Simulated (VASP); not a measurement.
Here is the system:

```
CELL_PARAMETERS angstrom
      3.46460     0.00000     0.00000
     -1.73230     3.00043     0.00000
      0.00000     0.00000     5.75699
ATOMIC_POSITIONS crystal
  Bi 0.33333 0.66667 0.25000
  Bi 0.66667 0.33333 0.75000
```

All values below come from PBEsol GGA, VASP's PBE PAW potentials (set 64) (plane waves; VASP). Run with 400 eV cut-off, Gaussian smearing of 0.050 eV, potentials Bi_d.

Unless said otherwise, spin-orbit coupling is left out, though it shifts the bands of the heavy elements here.

Estimate the band gap (along the path) with the smallest direct gap where there is one.

band gap (along the path): none (metal, semimetal or under 0.01 eV)

The structure was generated: Bi was put into the hcp type (P6_3/mmc), which need not be its known phase. It was relaxed first, which changed the volume by -6 %.
